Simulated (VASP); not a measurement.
Crystal: HfIn4SiO6.

```xyz
12
Lattice="0.0000 4.6828 4.6828 4.6828 0.0000 4.6828 4.6828 4.6828 0.0000" Properties=species:S:1:pos:R:3 pbc="T T T"
Hf    0.0000    0.0000    0.0000
In    3.6567    5.7090    3.6567
In    5.7090    5.7090    5.7090
In    5.7090    3.6567    3.6567
In    3.6567    3.6567    5.7090
Si    2.3414    2.3414    2.3414
O     4.3581    2.3414    2.3414
O     0.3247    2.3414    2.3414
O     2.3414    2.3414    4.3581
O     2.3414    2.3414    0.3247
O     2.3414    0.3247    2.3414
O     2.3414    4.3581    2.3414
```

The cell was built by a generator and needn't be a form met in nature.

| Quantity | Value |
| --- | --- |
| Program | VASP 6.6.1 |
| Task | relaxation of cell and atoms |
| Functional | PBE |
| Potentials or basis | VASP PAW PBE potentials, release 64 (Hf_pv, In_d, Si, O) |
| Cutoff | 520 eV |
| k mesh | 3 × 3 × 3 |
| Occupations | gaussian, width 0.15 eV |
| Spin | no spin polarisation |

At the start: pressure -10.7 GPa; volume 17.11 Å³/atom.

Q: Where does the relaxation end?

A: Over 12 steps the energy falls by 191.3 meV/atom and the volume is 14.82 Å³/atom (-13.4 %); space group F-43m (No. 216, to 0.05 Å).

The path:
```csv
step,energy change (eV),largest force (eV/Å),pressure (GPa),volume (Å³)
1,0.0000,1.9162,-10.75,205.38
2,-1.8105,1.2327,3.41,173.11
3,-1.8100,1.1863,3.96,172.47
4,-2.2523,0.3034,2.41,174.72
5,-2.2680,0.2003,2.36,175.20
6,-2.2818,0.1437,-1.84,180.92
7,-2.2953,0.1306,0.08,178.54
8,-2.2954,0.0893,0.20,178.66
9,-2.2914,0.0882,-0.67,179.79
10,-2.2951,0.1454,-0.20,178.89
11,-2.2952,0.1241,-0.39,178.78
12,-2.2956,0.0174,0.43,177.88
```

Final structure:
```yaml
crystal:
  lattice:
    - [0.00000, 4.46370, 4.46370]
    - [4.46370, 0.00000, 4.46370]
    - [4.46370, 4.46370, 0.00000]
  atoms:
    - { symbol: Hf, position: [0.00000, 0.00000, 0.00000] }
    - { symbol: In, position: [0.62216, 0.13351, 0.62216] }
    - { symbol: In, position: [0.62216, 0.62216, 0.62216] }
    - { symbol: In, position: [0.13351, 0.62216, 0.62216] }
    - { symbol: In, position: [0.62216, 0.62216, 0.13351] }
    - { symbol: Si, position: [0.25000, 0.25000, 0.25000] }
    - { symbol: O, position: [0.04624, 0.45376, 0.45376] }
    - { symbol: O, position: [0.45376, 0.04624, 0.04624] }
    - { symbol: O, position: [0.45376, 0.45376, 0.04624] }
    - { symbol: O, position: [0.04624, 0.04624, 0.45376] }
    - { symbol: O, position: [0.04624, 0.45376, 0.04624] }
    - { symbol: O, position: [0.45376, 0.04624, 0.45376] }
```

Caveat: the k mesh is coarse (spacing up to 0.39 Å⁻¹), so the values aren't converged.
